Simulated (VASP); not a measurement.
Calculation: LDA (Ceperley-Alder, Perdew-Zunger), VASP's LDA PAW potentials (set 64) (plane waves; VASP).

VASP ran on this input.

**POSCAR**
```
Ca
1
   -0.0000000000     2.6672094487     2.6672094487
    2.6672094487    -0.0000000000     2.6672094487
    2.6672094487     2.6672094487    -0.0000000000
Ca
1
Direct
  1.0000000000   1.0000000000   0.0000000000
```

**KPOINTS**
```
Automatic
0
G
  11 11 11
```

INCAR:
```
ALGO = Normal
EDIFF = 1E-7
ENCUT = 530
IBRION = 6
ISIF = 3
ISMEAR = 1
LASPH = .TRUE.
LCHARG = .FALSE.
LREAL = .FALSE.
LWAVE = .FALSE.
NELM = 100
NFREE = 2
NSW = 1
POTIM = 0.015
PREC = Accurate
SIGMA = 0.1
SYSTEM = Ca
```

POTCAR, in this order: Ca_sv (LDA.64 set). Program: vasp_std.

The resulting files:

**OSZICAR**
```
...
DAV:   6    -0.220540476122E+01    0.97627E-05   -0.47052E-05  2726   0.730E-02    0.173E-02
DAV:   7    -0.220539777332E+01    0.69879E-05   -0.23428E-05  3945   0.386E-02    0.127E-02
DAV:   8    -0.220539761640E+01    0.15692E-06   -0.54633E-07  2726   0.986E-03    0.632E-03
DAV:   9    -0.220539754466E+01    0.71740E-07   -0.66011E-07  3210   0.101E-02
   6 F= -.22053975E+01 E0= -.22049571E+01  d E =-.132146E-02
       N       E                     dE             d eps       ncg     rms          rms(c)
DAV:   1    -0.229955817524E+01   -0.94161E-01   -0.30852E+00  2268   0.208E+01    0.188E+00
DAV:   2    -0.222629521915E+01    0.73263E-01   -0.21481E-01  2388   0.549E+00    0.101E+00
DAV:   3    -0.220402781160E+01    0.22267E-01   -0.13464E-01  3063   0.347E+00    0.336E-01
DAV:   4    -0.220428277477E+01   -0.25496E-03   -0.89530E-03  2709   0.109E+00    0.202E-01
DAV:   5    -0.220528610318E+01   -0.10033E-02   -0.31334E-03  3937   0.484E-01    0.403E-02
DAV:   6    -0.220527275130E+01    0.13352E-04   -0.38919E-05  2736   0.751E-02    0.152E-02
DAV:   7    -0.220527352678E+01   -0.77547E-06   -0.10063E-05  3015   0.391E-02    0.124E-02
DAV:   8    -0.220527358578E+01   -0.59001E-07   -0.15873E-06  2644   0.177E-02    0.335E-03
DAV:   9    -0.220527360858E+01   -0.22803E-07   -0.25902E-07  3029   0.662E-03
   7 F= -.22052736E+01 E0= -.22048278E+01  d E =-.133755E-02
       N       E                     dE             d eps       ncg     rms          rms(c)
DAV:   1    -0.223672110622E+01   -0.31448E-01   -0.13337E+00  6589   0.133E+01    0.108E+00
DAV:   2    -0.221221578380E+01    0.24505E-01   -0.65126E-02  7079   0.300E+00    0.563E-01
DAV:   3    -0.220531396546E+01    0.69018E-02   -0.43465E-02  9374   0.188E+00    0.210E-01
DAV:   4    -0.220538227243E+01   -0.68307E-04   -0.17785E-03  7889   0.473E-01    0.153E-01
DAV:   5    -0.220568354482E+01   -0.30127E-03   -0.10868E-03  9948   0.355E-01    0.796E-03
DAV:   6    -0.220568482751E+01   -0.12827E-05   -0.19936E-05  9230   0.426E-02    0.616E-03
DAV:   7    -0.220568489872E+01   -0.71207E-07   -0.18807E-06 10090   0.132E-02    0.171E-03
DAV:   8    -0.220568492024E+01   -0.21524E-07   -0.42584E-08  5855   0.272E-03
   8 F= -.22056849E+01 E0= -.22052910E+01  d E =-.118180E-02
       N       E                     dE             d eps       ncg     rms          rms(c)
DAV:   1    -0.222851266137E+01   -0.22828E-01   -0.79870E-01  6950   0.902E+00    0.860E-01
DAV:   2    -0.221225135216E+01    0.16261E-01   -0.17104E-02  7979   0.137E+00    0.478E-01
DAV:   3    -0.220568435723E+01    0.65670E-02   -0.14408E-02  9290   0.110E+00    0.446E-02
DAV:   4    -0.220568662239E+01   -0.22652E-05   -0.23889E-04  7791   0.218E-01    0.175E-02
DAV:   5    -0.220568508908E+01    0.15333E-05   -0.76991E-06 11296   0.331E-02    0.195E-03
DAV:   6    -0.220568493618E+01    0.15290E-06   -0.31359E-07  8783   0.701E-03    0.807E-04
DAV:   7    -0.220568491920E+01    0.16977E-07   -0.17782E-08  4738   0.140E-03
   9 F= -.22056849E+01 E0= -.22052910E+01  d E =-.118182E-02
       N       E                     dE             d eps       ncg     rms          rms(c)
DAV:   1    -0.221600006368E+01   -0.10315E-01   -0.73018E-01  7105   0.866E+00    0.558E-01
DAV:   2    -0.220918423596E+01    0.68158E-02   -0.98785E-03  8212   0.112E+00    0.329E-01
DAV:   3    -0.220556706000E+01    0.36172E-02   -0.76192E-03  9359   0.806E-01    0.410E-02
DAV:   4    -0.220561545322E+01   -0.48393E-04   -0.23506E-04  9122   0.186E-01    0.118E-02
DAV:   5    -0.220566126299E+01   -0.45810E-04   -0.20239E-05 11241   0.430E-02    0.241E-03
DAV:   6    -0.220568357397E+01   -0.22311E-04   -0.61098E-07  8466   0.981E-03    0.497E-04
DAV:   7    -0.220568452979E+01   -0.95582E-06   -0.15527E-08  5423   0.165E-03    0.222E-04
DAV:   8    -0.220568487936E+01   -0.34958E-06   -0.42789E-09  4327   0.850E-04    0.264E-05
DAV:   9    -0.220568492308E+01   -0.43718E-07   -0.78763E-10  4130   0.336E-04
  10 F= -.22056849E+01 E0= -.22052910E+01  d E =-.118178E-02
       N       E                     dE             d eps       ncg     rms          rms(c)
DAV:   1    -0.222846774182E+01   -0.22783E-01   -0.80427E-01  7062   0.915E+00    0.859E-01
DAV:   2    -0.221226195362E+01    0.16206E-01   -0.17260E-02  8066   0.137E+00    0.479E-01
DAV:   3    -0.220568436668E+01    0.65776E-02   -0.14498E-02  9276   0.110E+00    0.436E-02
DAV:   4    -0.220568732257E+01   -0.29559E-05   -0.24852E-04  7966   0.221E-01    0.179E-02
DAV:   5    -0.220568506211E+01    0.22605E-05   -0.88084E-06 11221   0.340E-02    0.161E-03
DAV:   6    -0.220568492794E+01    0.13417E-06   -0.37663E-07  8906   0.751E-03    0.619E-04
DAV:   7    -0.220568492035E+01    0.75873E-08   -0.10431E-08  5129   0.122E-03
  11 F= -.22056849E+01 E0= -.22052910E+01  d E =-.118177E-02
       N       E                     dE             d eps       ncg     rms          rms(c)
DAV:   1    -0.221659114605E+01   -0.10906E-01   -0.67551E-01  7158   0.833E+00    0.557E-01
DAV:   2    -0.220968763950E+01    0.69035E-02   -0.97857E-03  8329   0.113E+00    0.330E-01
DAV:   3    -0.220575231681E+01    0.39353E-02   -0.75755E-03 10130   0.843E-01    0.371E-02
DAV:   4    -0.220569381253E+01    0.58504E-04   -0.20834E-04  8659   0.182E-01    0.126E-02
DAV:   5    -0.220568506486E+01    0.87477E-05   -0.25708E-05 11176   0.470E-02    0.241E-03
DAV:   6    -0.220568492325E+01    0.14161E-06   -0.73147E-07  8404   0.105E-02    0.668E-04
DAV:   7    -0.220568489348E+01    0.29777E-07   -0.24446E-08  5242   0.195E-03
  12 F= -.22056849E+01 E0= -.22052910E+01  d E =-.118176E-02
       N       E                     dE             d eps       ncg     rms          rms(c)
DAV:   1    -0.222848752268E+01   -0.22803E-01   -0.80162E-01  7035   0.925E+00    0.860E-01
DAV:   2    -0.221225602640E+01    0.16231E-01   -0.17264E-02  8159   0.138E+00    0.478E-01
DAV:   3    -0.220568420318E+01    0.65718E-02   -0.14369E-02  9222   0.110E+00    0.444E-02
DAV:   4    -0.220568684472E+01   -0.26415E-05   -0.24092E-04  7946   0.219E-01    0.170E-02
DAV:   5    -0.220568508556E+01    0.17592E-05   -0.86722E-06 11390   0.343E-02    0.194E-03
DAV:   6    -0.220568493251E+01    0.15304E-06   -0.29542E-07  8772   0.682E-03    0.726E-04
DAV:   7    -0.220568491948E+01    0.13032E-07   -0.15438E-08  4905   0.134E-03
  13 F= -.22056849E+01 E0= -.22052910E+01  d E =-.118182E-02
       N       E                     dE             d eps       ncg     rms          rms(c)
DAV:   1    -0.220834606802E+01   -0.26611E-02   -0.10984E+00  1008   0.126E+01    0.380E-01
DAV:   2    -0.220764345569E+01    0.70261E-03   -0.24634E-02  1126   0.216E+00    0.236E-01
DAV:   3    -0.220582445471E+01    0.18190E-02   -0.33246E-03  1431   0.721E-01    0.126E-02
DAV:   4    -0.220589921041E+01   -0.74756E-04   -0.12845E-04  1311   0.143E-01    0.668E-03
DAV:   5    -0.220596694230E+01   -0.67732E-04   -0.40202E-06  1716   0.169E-02    0.744E-04
DAV:   6    -0.220596799802E+01   -0.10557E-05   -0.14753E-07  1289   0.433E-03    0.351E-04
DAV:   7    -0.220596802686E+01   -0.28837E-07   -0.40644E-09   723   0.639E-04
  14 F= -.22059680E+01 E0= -.22054958E+01  d E =-.141678E-02
       N       E                     dE             d eps       ncg     rms          rms(c)
DAV:   1    -0.220010644016E+01    0.58616E-02   -0.30201E+00  1008   0.208E+01    0.235E-01
DAV:   2    -0.220620674784E+01   -0.61003E-02   -0.68809E-02  1038   0.338E+00    0.143E-01
DAV:   3    -0.220595630587E+01    0.25044E-03   -0.11275E-03  1406   0.499E-01    0.321E-03
DAV:   4    -0.220596784427E+01   -0.11538E-04   -0.11780E-04  1304   0.119E-01    0.133E-03
DAV:   5    -0.220596803595E+01   -0.19168E-06   -0.41120E-06  1686   0.128E-02    0.108E-04
DAV:   6    -0.220596804169E+01   -0.57410E-08   -0.27247E-08   720   0.157E-03
  15 F= -.22059680E+01 E0= -.22054958E+01  d E =-.141679E-02
```

OUTCAR:
```
------------------------ aborting loop because EDIFF is reached ----------------------------------------
  FORCE on cell =-STRESS in cart. coord.  units (eV):
  Direction    XX          YY          ZZ          XY          YZ          ZX
  --------------------------------------------------------------------------------------
  Total        0.0041382      0.0041382      0.0041382      0.0000000     -0.0000000     -0.0000000
  in kB        0.1747105      0.1747105      0.1747105      0.0000000     -0.0000000     -0.0000000
  external PRESSURE =       0.1747105 kB  Pullay stress =       0.0000000 kB
  volume of cell :       37.95
      direct lattice vectors                 reciprocal lattice vectors
     0.000000000  2.667209449  2.667209449    -0.187461843  0.187461843  0.187461843
     2.667209449  0.000000000  2.667209449     0.187461843 -0.187461843  0.187461843
     2.667209449  2.667209449  0.000000000     0.187461843  0.187461843 -0.187461843
 POSITION                                       TOTAL-FORCE (eV/Angst)
 -----------------------------------------------------------------------------------
     -0.01500      0.00000      0.00000         0.000000      0.000000      0.000000
 -----------------------------------------------------------------------------------
    total drift:                               -0.000024      0.000000      0.000000
  FREE ENERGIE OF THE ION-ELECTRON SYSTEM (eV)
  ---------------------------------------------------
  free  energy   TOTEN  =        -2.2059680417 eV

  energy  without entropy=       -2.2045512520  energy(sigma->0) =       -2.20549578

   1 f  =    0.000000 THz     0.000000 2PiTHz    0.000000 cm-1     0.000000 meV
             X         Y         Z           dx          dy          dz
      0.000000  0.000000  0.000000     1.000000    0.000000    0.000000

   2 f  =    0.000000 THz     0.000000 2PiTHz    0.000000 cm-1     0.000000 meV
             X         Y         Z           dx          dy          dz
      0.000000  0.000000  0.000000     0.000000    1.000000    0.000000

   3 f  =    0.000000 THz     0.000000 2PiTHz    0.000000 cm-1     0.000000 meV
             X         Y         Z           dx          dy          dz
      0.000000  0.000000  0.000000     0.000000    0.000000    1.000000

 ELASTIC MODULI CONTR FROM IONIC RELAXATION (kBar)
 Direction    XX          YY          ZZ          XY          YZ          ZX
 --------------------------------------------------------------------------------
 XX           0.0000      0.0000      0.0000      0.0000      0.0000      0.0000
 YY           0.0000      0.0000      0.0000      0.0000      0.0000      0.0000
 ZZ           0.0000      0.0000      0.0000      0.0000      0.0000      0.0000
 XY           0.0000      0.0000      0.0000      0.0000      0.0000      0.0000
 YZ           0.0000      0.0000      0.0000      0.0000      0.0000      0.0000
 ZX           0.0000      0.0000      0.0000      0.0000      0.0000      0.0000
 --------------------------------------------------------------------------------

 TOTAL ELASTIC MODULI (kBar)
 Direction    XX          YY          ZZ          XY          YZ          ZX
 --------------------------------------------------------------------------------
 XX         238.4473    164.2929    164.2929     -0.0000      0.0000      0.0000
 YY         164.2929    238.4473    164.2929     -0.0000     -0.0000     -0.0000
 ZZ         164.2929    164.2929    238.4473      0.0000      0.0000      0.0000
 XY          -0.0000     -0.0000      0.0000    110.4040      0.0000     -0.0000
 YZ           0.0000     -0.0000      0.0000      0.0000    110.4040      0.0000
 ZX           0.0000     -0.0000      0.0000     -0.0000      0.0000    110.4040
 --------------------------------------------------------------------------------
```
(Selected blocks of OUTCAR.)

Finite-difference elastic constants of metals are sensitive to mesh and smearing; shear constants can be off by tens of GPa.

The compound is Ca in the fcc structure. It was relaxed first, which changed the volume by -13 %.
